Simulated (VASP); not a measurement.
Here is the system:

```
Ni
1.0
    0.00000     1.75634     1.75634
    1.75634     0.00000     1.75634
    1.75634     1.75634     0.00000
Ni
1
Direct
  0.00000   0.00000   0.00000
```
Starting moments (μB, in the order of the record's atoms Ni): 0.6.

These are PBE GGA, VASP's PBE PAW potentials (set 64) (plane waves; VASP 6.6.1) values and carry that method's errors. Settings: 480 eV cut-off, 16×16×16 Γ-centred mesh, first-order Methfessel-Paxton smearing of 0.10 eV, potentials Ni.

Estimate the cell moment, energy per atom (σ→0), band gap (on the k-mesh) with the smallest direct gap where there is one.

* **band gap (on the k-mesh)**: none (metal, semimetal or under 0.01 eV)
* **cell moment**: 0.59 μB
* **energy per atom (σ→0)**: -5.471 eV/atom

Give the moment on each site (PAW-sphere projection).

```tsv
site	moment (μB)
Ni1	0.60
```

Total energies compare only between runs with the same potentials, cut-off and functional.

The compound is Ni in the fcc structure. It was relaxed first.
